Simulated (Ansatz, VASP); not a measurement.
**LaPt3 in VASP and in Ansatz**

```
La Pt
1.0
     4.08804    0.00000    0.00000
     0.00000    4.08804    0.00000
     0.00000    0.00000    4.08804
La Pt
1 3
Direct
  0.00000 0.00000 0.00000
  0.00000 0.50000 0.50000
  0.50000 0.00000 0.50000
  0.50000 0.50000 0.00000
```

Alike in both runs: task single point; functional LDA; k mesh 6 × 6 × 6; occupations fermi-dirac, width 0.15 eV; no spin polarisation.

```csv
,VASP,Ansatz
version,VASP 6.6.1,Ansatz 0.2.0
potentials or method,"VASP PAW LDA potentials, release 64 (La, Pt)","plane waves, PAW"
plane-wave cutoff (eV),520,500
valence electrons in the cell,41,65
```

VASP gave:

* pressure (GPa): 7.8

What did Ansatz give for the same quantities?

Pressure (GPa): 7.4.

The two sets of potentials don't hold the same shells in valence.

Spin-orbit coupling is left out, which matters for the levels of La, Pt.
